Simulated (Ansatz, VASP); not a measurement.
# TiPd (Ti-Pd-Pd-Ti stack, (111) layers): VASP beside Ansatz

Wanted: the spread between two codes on one cell, functional and k mesh. Of the first pair: The structure shown is the start of the Ansatz relaxation below; VASP solves that cell, so the two are compared at the walk's first step.

Program: Ansatz 0.2.0. Level of theory: plane waves, with VASP 6.6.1 beside it; PBEsol. Results are calculated unless marked as measured.

## (1) The structure

The cell holds 4 atoms: 2 Ti and 2 Pd. Its edges and angles: a = 2.772 Å, b = 2.772 Å, c = 37.275 Å, α = 90.0°, β = 90.0°, γ = 120.0°. It derives from TiPd. Vacuum lies along c.

## (2) Ansatz: relaxation, PBEsol

Ansatz runs on its PAW soft_1 files.

The two programs are compared at the cell with which this relaxation starts, whose forces are those of its first step.

The input, input.yaml:

```yaml
crystal:
  lattice:
    - [2.7719886901, -2.9091e-06, 0.0]
    - [-1.3859918256, 2.4006140792, 0.0]
    - [0.0, 0.0, 37.2753573569]
  atoms:
    - { symbol: Ti, position: [0.0, 0.0, 0.1493087242] }
    - { symbol: Pd, position: [0.3333333333, 0.6666666667, 0.2064907153] }
    - { symbol: Pd, position: [0.6666666667, 0.3333333333, 0.2693646824] }
    - { symbol: Ti, position: [0.0, 0.0, 0.3265466735] }
  periodic: [true, true, false]
kpoints:
  mp_grid: { grid: [12, 12, 1] }
hamiltonian:
  xc: pbesol
  pseudopotentials: { kind: paw, azcp: { folder: soft_1 }, xc_functional: pbe }
scf:
  occupations: { method: gaussian, width: 0.1 }
output:
  forces: true
  stress: true
  eigenvalues: true
relax:
  adjacent_minimum: "off"
  f_tol: 0.005
  max_steps: 80
  cell: { stress_2d_tol: 0.02 }
```

Run with:

```console
ansatz run input.yaml --threads 4 --pin off --max-ram 12288MiB --backend cpu --events-out ev --progress --plain --runs-dir out
```

Numbers of over 12 decimals in the logs are rounded to 6 here.

Output:

```text
Engine: ansatz 0.2.0, aarch64-unknown-linux-gnu
Pseudopotentials: kind: paw
Pseudopotential: Ti, paw, valence charge 12, recommended cutoff 420 eV (normal), soft_1/Ti.paw.azcp
Pseudopotential: Pd, paw, valence charge 18, recommended cutoff 420 eV (normal), soft_1/Pd.paw.azcp
Functional definition: PBEsol
  exchange = pbesol_x
  correlation = pbesol_c
Crystal: 4 atoms, lattice volume = 248.048 Å³
Basis set: ecut = 420 eV, 4877 PW (Γ), exchange–correlation on 40×40×500 points (8 copies of the dense FFT grid, shifted against one another)
Bands: 36, of which v1, the nominal top of the filled ones, is band 30 counted from 1 (29 counted from 0)
Symmetry: 12 space group operations
Space group: P-3m1 (ITA 164), of the structure as read, at distance tolerance 6.3e-5 Å
k-points: 19 of 144
Non-local potential: Ti, projectors of the file, l = 0: 3, l = 1: 2, l = 2: 3, l = 3: 1
Non-local potential: Pd, projectors of the file, l = 0: 2, l = 1: 2, l = 2: 2, l = 3: 1
PAW form: soft (Blöchl's): semilocal exchange-correlation on the pseudo side does not see the compensation charge
PAW frozen core: Ti, regenerated for the run's functional, and the local potential with it (the file was generated under x = pbe(κ = 0.804, μ = 0.219515), c = pbe(β = 0.066725))
PAW frozen core: Pd, regenerated for the run's functional, and the local potential with it (the file was generated under x = pbe(κ = 0.804, μ = 0.219515), c = pbe(β = 0.066725))
PAW one-centre angular grid: Ti, 590 points (default); XC on 64 Gauss nodes
PAW one-centre angular grid: Pd, 590 points (default); XC on 64 Gauss nodes
Initial density: superposition of atomic densities (neutral atoms: chi_scale 0, normalization atom)
Initial wavefunctions: pseudopotential atomic-orbital guess
Functional: x = pbesol(κ = 0.804, μ = 0.123457), c = pbesol(β = 0.046)
SCF iter   1: F=—  HF=-18781.124867 eV  |F-HF|=—  |Δ(HF+E_count)|=         —  Δρ=2.47e-1  dr2=7.27e2  ethr=3.10e-3  ⟨swp⟩=12.7  Hψ=4632  notcnv=0
preconditioner: auto → LDOS  [metal: Δε(μ)=0.048 eV  Ē_g=3.449 eV  σ=0.100 eV  W_gap=0.26  n_scr=24 (ndim 8)  ℏωp=12.5 eV  f_vac=0.696  D(μ)=4.18/eV (n_scr^D=20)  β→1.0]
SCF iter   2: F=—  HF=-18779.201813 eV  |F-HF|=—  |Δ(HF+E_count)|=    1.92e0  Δρ=1.66e-1  dr2=8.87e1  ethr=3.10e-3  ⟨swp⟩=6.2  Hψ=2582  notcnv=0  defer=18
SCF iter   3: F=—  HF=-18763.928123 eV  |F-HF|=—  |Δ(HF+E_count)|=    1.53e1  Δρ=6.03e-2  dr2=5.76e1  ethr=3.10e-3  ⟨swp⟩=6.2  Hψ=2292  notcnv=0  defer=13
SCF iter   4: F=—  HF=-18761.264392 eV  |F-HF|=—  |Δ(HF+E_count)|=    2.66e0  Δρ=3.70e-2  dr2=1.74e1  ethr=3.10e-3  ⟨swp⟩=4.6  Hψ=1615  notcnv=0  defer=10
SCF iter   5: F=—  HF=-18760.542683 eV  |F-HF|=—  |Δ(HF+E_count)|=   7.22e-1  Δρ=1.84e-2  dr2=5.15e0  ethr=3.10e-3  ⟨swp⟩=3.2  Hψ=1239  notcnv=0  defer=11
SCF iter   6: F=—  HF=-18760.301035 eV  |F-HF|=—  |Δ(HF+E_count)|=   2.42e-1  Δρ=2.62e-3  dr2=3.54e-2  ethr=3.10e-3  ⟨swp⟩=3.7  Hψ=1138  notcnv=0  defer=11
SCF iter   7: F=—  HF=-18760.299998 eV  |F-HF|=—  |Δ(HF+E_count)|=   1.04e-3  Δρ=4.71e-3  dr2=2.62e-1  ethr=5.91e-5  ⟨swp⟩=4.2  Hψ=1889  notcnv=0  defer=13
SCF iter   8: F=—  HF=-18760.293686 eV  |F-HF|=—  |Δ(HF+E_count)|=   6.31e-3  Δρ=2.16e-3  dr2=6.14e-2  ethr=5.91e-5  ⟨swp⟩=2.8  Hψ=1129  notcnv=0  defer=13
SCF iter   9: F=—  HF=-18760.291563 eV  |F-HF|=—  |Δ(HF+E_count)|=   2.12e-3  Δρ=6.24e-4  dr2=4.35e-3  ethr=5.91e-5  ⟨swp⟩=1.5  Hψ=730  notcnv=0  defer=13
SCF iter  10: F=—  HF=-18760.291759 eV  |F-HF|=—  |Δ(HF+E_count)|=   1.96e-4  Δρ=5.25e-4  dr2=2.19e-3  ethr=7.25e-6  ⟨swp⟩=3.2  Hψ=1204  notcnv=0  defer=13
SCF iter  11: F=—  HF=-18760.291694 eV  |F-HF|=—  |Δ(HF+E_count)|=   6.47e-5  Δρ=3.57e-4  dr2=1.17e-3  ethr=3.65e-6  ⟨swp⟩=1.6  Hψ=782  notcnv=0  defer=13
SCF iter  12: F=—  HF=-18760.291654 eV  |F-HF|=—  |Δ(HF+E_count)|=   3.96e-5  Δρ=8.17e-5  dr2=9.44e-5  ethr=1.96e-6  ⟨swp⟩=1.8  Hψ=833  notcnv=0  defer=13
SCF iter  13: F=—  HF=-18760.291611 eV  |F-HF|=—  |Δ(HF+E_count)|=   4.30e-5  Δρ=3.93e-5  dr2=6.49e-6  ethr=1.57e-7  ⟨swp⟩=3.0  Hψ=1197  notcnv=0  defer=13
SCF iter  14: F=—  HF=-18760.291610 eV  |F-HF|=—  |Δ(HF+E_count)|=   1.22e-6  Δρ=1.33e-5  dr2=1.03e-6  ethr=1.08e-8  ⟨swp⟩=3.4  Hψ=1309  notcnv=0  defer=13
SCF iter  15: F=—  HF=-18760.291610 eV  |F-HF|=—  |Δ(HF+E_count)|=   2.21e-7  Δρ=4.84e-6  dr2=1.32e-7  ethr=1.72e-9  ⟨swp⟩=3.2  Hψ=1342  notcnv=0  defer=13
iter 16 did not close the SCF: its close was put off until two iterations running show no level that it waits for move by more than its bar (scf_convergence_deferred on its scf_iter line)
SCF iter  16: F=-18760.291611 eV  HF=-18760.291611 eV  |F-HF|=9.02e-10  |Δ(HF+E_count)|=   6.30e-8  Δρ=3.12e-6  dr2=2.24e-8  ethr=1.67e-10  ⟨swp⟩=16.2  Hψ=4207  notcnv=0
iter 17 did not close the SCF: its close was put off until two iterations running show no level that it waits for move by more than its bar (scf_convergence_deferred on its scf_iter line)
[...]
SCF iter   2: F=—  HF=-18760.298554 eV  |F-HF|=—  |Δ(HF+E_count)|=   6.72e-5  Δρ=7.66e-5  dr2=3.61e-5  ethr=8.13e-8  ⟨swp⟩=2.8  Hψ=1145  notcnv=0
SCF iter   3: F=—  HF=-18760.298554 eV  |F-HF|=—  |Δ(HF+E_count)|=   2.62e-7  Δρ=1.44e-5  dr2=1.15e-6  ethr=6.02e-8  ⟨swp⟩=2.7  Hψ=1142  notcnv=0
SCF iter   4: F=—  HF=-18760.298521 eV  |F-HF|=—  |Δ(HF+E_count)|=   3.31e-5  Δρ=6.29e-6  dr2=9.03e-8  ethr=1.91e-9  ⟨swp⟩=3.3  Hψ=1340  notcnv=0
SCF iter   5: F=—  HF=-18760.298521 eV  |F-HF|=—  |Δ(HF+E_count)|=   1.73e-7  Δρ=2.55e-6  dr2=1.67e-8  ethr=1.51e-10  ⟨swp⟩=3.2  Hψ=1394  notcnv=0
SCF iter   6: F=—  HF=-18760.298521 eV  |F-HF|=—  |Δ(HF+E_count)|=   5.81e-8  Δρ=1.16e-6  dr2=5.24e-9  ethr=5.50e-12  ⟨swp⟩=9.2  Hψ=3711  notcnv=0
SCF iter   7: F=-18760.298521 eV  HF=-18760.298521 eV  |F-HF|=3.57e-9  |Δ(HF+E_count)|=   1.05e-8  Δρ=4.61e-7  dr2=1.13e-9  ethr=5.50e-12  ⟨swp⟩=6.0  Hψ=2589  notcnv=0
SCF 5 converged in 7 iterations: F = -18760.298521 eV  dr2 = 1.13e-9
relax step   5: F+E_penalty+E_count = -18760.29852129 eV  Δ(F+E_penalty+E_count) = -2.913e-6 eV  max|allowed force component| = 5.124e-3 eV/Å  Δτ_max = 0.0012 Å  P = -0.029 N/m  Ω = 251.678 Å³  energy of the carried Pulay correction = -2.037e-4 eV  fix = [c, alpha, beta]  reactions: c -0.000 N/m  (7 SCF iters, dr2 threshold 3.30e-9 eV, accepted)
[...]
relax step   6: F+E_penalty+E_count = -18760.29852536 eV  Δ(F+E_penalty+E_count) = -4.070e-6 eV  max|allowed force component| = 1.446e-5 eV/Å  Δτ_max = 0.0003 Å  P = -0.000 N/m  Ω = 251.658 Å³  energy of the carried Pulay correction = -2.026e-4 eV  fix = [c, alpha, beta]  reactions: c -0.000 N/m  (6 SCF iters, dr2 threshold 1.64e-9 eV, accepted)
[...]
relax step   7: F+E_penalty+E_count = -18760.29870807 eV  Δ(F+E_penalty+E_count) = -1.827e-4 eV  max|allowed force component| = 8.957e-5 eV/Å  Δτ_max = 0.0000 Å  P = -0.005 N/m  Ω = 251.658 Å³  fix = [c, alpha, beta]  reactions: c -0.000 N/m  stress off target by 5.13e-3 N/m on what of the cell is left free  SCF on the basis re-selected at this cell (its energy is not comparable with the rows above)  (9 SCF iters)
basis re-selected at this cell: Δ(F+E_penalty+E_count) = -1.827e-4 eV, ΔP = -0.005 N/m vs the last step (what re-selecting the basis moved, of the pressure what is left beyond the Pulay correction that the steps carried, after the strain that the cell walked since its last selection, with what the two solves' SCF thresholds leave and, on support functions, any second-order correction that the steps lacked; it is no m [...]
SCF converged after 9 iterations
Free energy (F): -18760.298708 eV
Harris-Foulkes:  -18760.298708 eV  (|F-HF|=2.04e-10)
Internal energy: -18760.245542 eV  (E = F + TS)
E sigma→0 (E₀):  -18760.272125 eV
Entropy (-TS):   -0.053166 eV (-13.291 meV/atom)
Fermi energy:    -4.405105 eV
--- Per-component energies (eV) ---
  E_band       = -1903.580348
  E_kinetic    = 1463.107860
  E_local      = -327788.008448  (includes V_loc(G=0)·N_el)
  E_nonlocal   = 868.503603
  E_hartree    = 162697.203579
  E_xc         = -506.178824
  E_vxc        = -639.867611  (∫ρ·V_xc dr)
  E_paw        = -9525.388055  (= ΣΔE_a)
  E_vpaw       = -1201.722917  (= ΣTr[D̂ρ^β])
  E_aug_tail   = 0.000290  (compensation charges beyond the density's cutoff)
  E_ewald      = 154029.630633
  E_core_change = 0.883819  (= ΣΔE_core)
  E_smearing   = -0.053166  (= −TS)
  E_closure    = 0.000000  (closes the sum)
  Σ components = -18760.298708   (vs F -18760.298708, Δ=0.00e0)
--- Forces (eV/Å), atoms counted from 1 ---
  atom   1  Ti     0.00000000     0.00000000     0.00008957
  atom   2  Pd    -0.00000000    -0.00000000    -0.00002234
  atom   3  Pd     0.00000000     0.00000000     0.00002234
  atom   4  Ti    -0.00000000     0.00000000    -0.00008957
  max |Σ_I F_I| component: 9.25e-18 eV/Å
--- 2D stress c σ (N/m, compression-positive) ---
       -0.005134       0.000000       0.000000
        0.000000      -0.005134       0.000000
        0.000000       0.000000      -0.000000
  P = ½ c Tr σ = -0.0051 N/m
--- Band table (eV; the first three rows and the last of 19) ---
  k-point 0: bands = [... 26 lower, -6.4530, -5.9927, -5.9927, -5.2746, -4.5832, -4.5775, -3.6327, -3.3082, ... 2 higher]
  k-point 1: bands = [... 26 lower, -6.4989, -6.0139, -5.9801, -5.2475, -4.4864, -4.4693, -3.6985, -3.4384, ... 2 higher]
  k-point 2: bands = [... 26 lower, -6.5459, -5.9583, -5.9522, -5.2567, -4.3193, -4.2484, -3.9246, -3.6660, ... 2 higher]
  k-point 18: bands = [... 26 lower, -4.3290, -4.3290, -4.2758, -4.2758, -3.6970, -3.6970, -3.3322, -3.3322, ... 2 higher]
--- Relaxed structure (6 steps of the walk, 6 accepted, 1 SCFs on fresh bases) ---
  F+E_penalty+E_count = -18760.29870807 eV   max|allowed force component| = 8.957e-5 eV/Å   (the final SCF, on the basis selected at the relaxed cell)
  cell:  # Å, volume = 251.6583 Å³
    - [2.792090, -2.930250944430381e-6, 0]
    - [-1.396042, 2.418022, 0]
    - [0, 0, 37.2753573569]
  atoms:
    - { symbol: Ti, position: [5.208480226444809e-19, 5.208486538286172e-19, 0.150355] }
    - { symbol: Pd, position: [0.333333, 0.666667, 0.206552] }
    - { symbol: Pd, position: [0.666667, 0.333333, 0.269303] }
    - { symbol: Ti, position: [-5.208480226444807e-19, -5.208486538286174e-19, 0.325500] }
```

In the SCF lines HF is the Harris–Foulkes energy and dr2 the Hartree energy of the density residual, in eV; the loop may stop once dr2 is under the threshold and the program's other checks hold. Hψ counts applications of the Hamiltonian.

## (3) VASP: single point, PBEsol, start cell, pair 1

The same cell, functional, mesh and smearing now go to VASP, with its own data sets.

Lines of VASP's logs that name or quote its potential files are left out, and so is its time.

The input, INCAR:

```
SYSTEM = TiPd
PREC = Accurate
ENCUT = 400
EDIFF = 1E-06
NELM = 120
ISMEAR = 0
SIGMA = 0.1
LREAL = .FALSE.
ALGO = Normal
GGA = PS
NBANDS = 28
LASPH = .TRUE.
LORBIT = 11
LWAVE = .FALSE.
LCHARG = .FALSE.
ISIF = 2
LDIPOL = .TRUE.
IDIPOL = 3
DIPOL = 0.5 0.5 0.238
LVHAR = .TRUE.
GGA_COMPAT = .FALSE.
NELMDL = -8
KPAR = 2
```

The input, POSCAR:

```
TiPd
1.0
    2.7719890000     -0.0000030000      0.0000000000
   -1.3859920000      2.4006140000      0.0000000000
    0.0000000000      0.0000000000     37.2753570000
Ti Pd
2 2
Direct
    0.0000000000      0.0000000000      0.1493087243
    0.0000000000      0.0000000000      0.3265466780
    0.3333333842      0.6666665278      0.2064907118
    0.6666666158      0.3333334722      0.2693646905
```

The input, KPOINTS:

```
Automatic mesh
0
Gamma
12 12 1
0 0 0
```

The projector-augmented-wave data sets are Ti_sv and Pd (PBE family, release 64).

Run with:

```console
mpirun -np 2 vasp_std
```

Output:

```text
[banner, memory and clock lines left out]
running    2 mpi-ranks, on    1 nodes
 distrk:  each k-point on    1 cores,    2 groups
 distr:  one band on    1 cores,    1 groups

 POSCAR found type information on POSCAR TiPd
 POSCAR found :  2 types and       4 ions
|                                                                             |
|               ----> ADVICE to this user running VASP <----                  |
|                                                                             |
|     You enforced a specific xc type in the INCAR file but a different       |
|     [... a line on the potential file left out ...]
|     I HOPE YOU KNOW WHAT YOU ARE DOING!                                     |
|                                                                             |

 LDA part: xc-table for (Slater+PW92), standard interpolation
 POSCAR, INCAR and KPOINTS ok, starting setup
 FFT: planning ... GRIDC
 FFT: planning ... GRID_SOFT
 FFT: planning ... GRID
 WAVECAR not read
 entering main loop
       N       E                     dE             d eps       ncg     rms          rms(c)
DAV:   1     0.356266179877E+03    0.35627E+03   -0.19773E+04  1320   0.116E+03
DAV:   2     0.109891341964E+02   -0.34528E+03   -0.33692E+03  1244   0.351E+02
DAV:   3    -0.259460209255E+02   -0.36935E+02   -0.35790E+02  1804   0.102E+02
DAV:   4    -0.304520358715E+02   -0.45060E+01   -0.44582E+01  1536   0.302E+01
DAV:   5    -0.308675019088E+02   -0.41547E+00   -0.41535E+00  1524   0.725E+00
DAV:   6    -0.308733417461E+02   -0.58398E-02   -0.58394E-02  1492   0.112E+00
DAV:   7    -0.308735548666E+02   -0.21312E-03   -0.21311E-03  1584   0.164E-01
DAV:   8    -0.308735579216E+02   -0.30550E-05   -0.30545E-05  1348   0.219E-02    0.165E+01
DAV:   9    -0.293048139273E+02    0.15687E+01   -0.21544E+01  1536   0.312E+01    0.124E+01
DAV:  10    -0.336310272729E+02   -0.43262E+01   -0.79821E+01  1452   0.496E+01    0.171E+01
DAV:  11    -0.302577472158E+02    0.33733E+01   -0.59696E+00  1340   0.139E+01    0.103E+01
DAV:  12    -0.276936045682E+02    0.25641E+01   -0.96916E+00  1588   0.143E+01    0.185E+00
DAV:  13    -0.276838953554E+02    0.97092E-02   -0.48672E-01  1380   0.360E+00    0.116E+00
DAV:  14    -0.276827923468E+02    0.11030E-02   -0.52311E-02  1568   0.110E+00    0.757E-01
[...]
DAV:  23    -0.276812458686E+02   -0.87682E-04   -0.10112E-05  1012   0.133E-02    0.921E-03
DAV:  24    -0.276812929902E+02   -0.47122E-04   -0.19239E-05  1152   0.198E-02    0.560E-03
DAV:  25    -0.276813090434E+02   -0.16053E-04   -0.68278E-06   884   0.120E-02    0.302E-03
DAV:  26    -0.276813212978E+02   -0.12254E-04   -0.84398E-07   692   0.357E-03    0.306E-03
DAV:  27    -0.276813244327E+02   -0.31348E-05   -0.61791E-07   664   0.306E-03    0.794E-04
DAV:  28    -0.276813270937E+02   -0.26610E-05   -0.28825E-07   660   0.207E-03    0.963E-04
DAV:  29    -0.276813290603E+02   -0.19666E-05   -0.16897E-07   660   0.180E-03    0.288E-04
DAV:  30    -0.276813299548E+02   -0.89448E-06   -0.47490E-08   628   0.937E-04
   1 F= -.27681330E+02 E0= -.27654632E+02  d E =-.533968E-01
```

(Continued in part 2 of 2.)

[Lines on the potential files, build, host, timing and source positions are cut from VASP's logs without a mark.]

[Logs are printed without paths, hosts, clocks, repeated set-up lines and the standing remarks that a program may print on its own settings, such as how far it seeks lower states.]

[Hosts, paths, dates, database ids (printed as entryN), source tags and the programs' standing remarks are cut or masked in the printed files.]
